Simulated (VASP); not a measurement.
A convergence study with VASP on CaO (rock salt): one setting is varied, all else stays as given below, so the limit is that of these other settings. ε∞ is the independent-particle value.

```yaml
crystal:
  lattice:
    - [0.00000, 2.40500, 2.40500]
    - [2.40500, 0.00000, 2.40500]
    - [2.40500, 2.40500, 0.00000]
  atoms:
    - { symbol: Ca, position: [0.00000, 0.00000, 0.00000] }
    - { symbol: O, position: [0.50000, 0.50000, 0.50000] }
```

These are PBE GGA, VASP's PBE PAW potentials (set 64) (plane waves; VASP) values and carry that method's errors. The tightest run used: 700 eV cut-off, 8×8×8 Γ-centred mesh, Gaussian smearing of 0.050 eV, potentials Ca_sv O.

Question: The settings run are NBANDS = 9; NBANDS = 10; NBANDS = 12; NBANDS = 16; NBANDS = 24; NBANDS = 40; NBANDS = 72; NBANDS = 136. From which on does the mean ε∞ stay within 0.05  of the tightest run?

Answer: From NBANDS = 24 on: it is off by 0.04 there and by no more than 0.05 in any finer run, while NBANDS = 16 is off by 0.19.
```json
[
 {"setting": "NBANDS = 9", "mean ε∞": "1.91", "bands": "9", "difference judged ()": "2.01"},
 {"setting": "NBANDS = 10", "mean ε∞": "2.51", "bands": "10", "difference judged ()": "1.41"},
 {"setting": "NBANDS = 12", "mean ε∞": "3.10", "bands": "12", "difference judged ()": "0.82"},
 {"setting": "NBANDS = 16", "mean ε∞": "3.73", "bands": "16", "difference judged ()": "0.19"},
 {"setting": "NBANDS = 24", "mean ε∞": "3.88", "bands": "24", "difference judged ()": "0.04"},
 {"setting": "NBANDS = 40", "mean ε∞": "3.90", "bands": "40", "difference judged ()": "0.01"},
 {"setting": "NBANDS = 72", "mean ε∞": "3.91", "bands": "72", "difference judged ()": "0.00"},
 {"setting": "NBANDS = 136", "mean ε∞": "3.92", "bands": "136", "difference judged ()": "0.00"}
]
```

Left out are rungs that failed or repeat a setting and relaxations that didn't move; long series are thinned to 24 rows.

The compound is CaO in the rock salt structure. The cell was not relaxed at this level.
